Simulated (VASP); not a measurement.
Data:

```
CELL_PARAMETERS angstrom
      2.31029    -4.00153     0.00000
      2.31029     4.00153     0.00000
      0.00000     0.00000     8.10185
ATOMIC_POSITIONS crystal
  Pb 0.00000 0.00000 0.00000
  I  0.33333 0.66667 0.22610
  I  0.66667 0.33333 0.77390
```

These are AM05 GGA, VASP's PBE PAW potentials (set 64) (plane waves; VASP) values and carry that method's errors. Run with 520 eV cut-off, Gaussian smearing of 0.050 eV, potentials Pb_d I.

Without a dispersion term in the relaxation, distances and binding between the weakly bound layers, chains or molecules are unreliable, and so is what depends on them. Unless said otherwise, spin-orbit coupling is left out, though it shifts the bands of the heavy elements here.

Q: What does the run give for the band gap (along the path) with the smallest direct gap where there is one?

A: 
```json
{
 "band gap (along the path)": "2.43 eV",
 "smallest direct gap (along the path)": "2.64 eV"
}
```

Only differences to runs with the same potentials and settings are physical.

The compound is PbI2 in the 1T layered structure. It was relaxed first, which changed the volume by +19 %.
